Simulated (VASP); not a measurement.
```xyz
2
Lattice="4.3758 0.0000 0.0000 0.0000 4.3758 0.0000 0.0000 0.0000 4.3758" Properties=species:S:1:pos:R:3 pbc="T T T"
Cs     0.0000     0.0000     0.0000
Br     2.1879     2.1879     2.1879
```

All values below come from PBE GGA with spin-orbit coupling, VASP's PBE PAW potentials (set 64) (plane waves; VASP). Numerical set-up: 400 eV cut-off, 6×6×6 Γ-centred mesh, Gaussian smearing of 0.050 eV, potentials Cs_sv Br.

Task: What does the run give for the energy per atom (σ→0), band gap (on the k-mesh) with the smallest direct gap where there is one?

Result: 
- band gap (on the k-mesh): 4.12 eV
- smallest direct gap (on the k-mesh): 4.12 eV
- energy per atom (σ→0): -3.106 eV/atom

Total energies compare only between runs with the same potentials, cut-off and functional.

The compound is CsBr in the CsCl type structure. The cell was not relaxed at this level. The run is one of a series of settings (GGA_COMPAT = .FALSE., LSORBIT = .TRUE., MAGMOM = 0 0 0 0 0 0, program vasp_ncl against the base run), some of them coarse on purpose.
